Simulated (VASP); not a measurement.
The system is TbO.

```
Tb O
1.0
     2.78384    0.00000    0.00000
     0.00000    2.78384    0.00000
     0.00000    0.00000    2.78384
Tb O
1 1
Direct
  0.00000 0.00000 0.00000
  0.50000 0.50000 0.50000
```

The cell comes from a database or a generator and needn't be the stable form of this composition.

Base run:

```yaml
Program: VASP 6.6.1
Functional: PBEsol
Potentials_or_basis: VASP PAW PBE potentials, release 64 (Tb, O)
Cutoff: 520 eV
k_mesh: 7 × 7 × 7
Occupations: gaussian, width 0.05 eV
Spin: collinear spin, ferromagnetic start
Starting_moments: "[6.0, 0.0] μB"
Hubbard_terms: Tb f U = 3 eV
```

Its results: pressure 36.2 GPa; site moments Tb +5.80; O +0.01 μB.

Question: The run is repeated on the same cell with these changes: further incar settings from ALGO = Normal; EDIFF = 1e-06; NBANDS = 24 to ALGO = Normal; EDIFF = 1e-07; NBANDS = 24; fixed moment from none to 0 μB. What comes out?

Answer: Pressure 37.8 GPa; site moments Tb -0.09; O +0.03 μB.

Caveats: the magnetic or orbital state may not be the lowest; a pressure of tens of GPa on the cell as given is suspect, and the run, the potentials or the cell itself is likely at fault; the PAW data sets were made with another functional, which shifts forces and pressure a little; the moment is held away from its start (some runs); the total moment is fixed, so each spin has its own Fermi level (some runs).
